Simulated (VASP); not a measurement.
An input for Ansatz (written as the equivalent of a VASP run, and not itself run):

Ansatz 0.2 input:
```yaml
crystal:
  lattice:
    - [4.8260640, 0.0000000, 0.0000000]
    - [0.0000000, 4.8260640, 0.0000000]
    - [0.0000000, 0.0000000, 4.8260640]
  atoms:
    - { symbol: Cs, position: [0.0000000, 0.0000000, 0.0000000] }
    - { symbol: I, position: [0.5000000, 0.5000000, 0.5000000] }
kpoints:
  mp_grid: { grid: [5, 5, 5] }
hamiltonian:
  xc: revpbe
  pseudopotentials: { kind: paw }
scf:
  occupations: { method: gaussian, width: 0.05 }
  max_iter: 100
relax:
  max_steps: 60
  f_tol: 0.01
  cell: {}
output: { forces: true, stress: true, eigenvalues: true }
```

Q: Translate this input to VASP (INCAR, KPOINTS, POSCAR, choice of POTCAR).

A: This is not unique; one that fits is 
### KPOINTS
```
K-points
0
gamma
5 5 5
0 0 0
```

### INCAR
```
# general
SYSTEM =CsI
PREC   =Accurate
ENCUT  =520
LREAL  =F
LASPH  =T

# electronic loop
EDIFF  =1E-6
NELM   =100
ALGO   =Normal
LMAXMIX=4

# smearing
ISMEAR =0
SIGMA  =0.05

# functional
GGA    =RE

# ions
IBRION =2
NSW    =60
ISIF   =3
EDIFFG =-0.01

# output
LWAVE  =F
LCHARG =F
```

POSCAR:
```
CsI
1
    4.8260639680    -0.0000000000     0.0000000000
    0.0000000000     4.8260639680    -0.0000000000
    0.0000000000     0.0000000000     4.8260639680
Cs I
1 1
Direct
  0.0000000000   0.0000000000   0.0000000000
  0.5000000000   0.5000000000   0.5000000000
```

POTCAR, in this order: Cs_sv I (PBE.64 set). Program: vasp_std.

What does not carry over: each code has its own PAW files, so the cut-off isn't converted (ENCUT is set for VASP's; basis.ecutwfc is left out, and Ansatz then takes the one that its files recommend); Ansatz stops its SCF on the density residual and VASP on the energy change (EDIFF).

The compound is CsI in the CsCl type structure. It was relaxed first, which changed the volume by +18 %. The start is the result of an earlier pass.
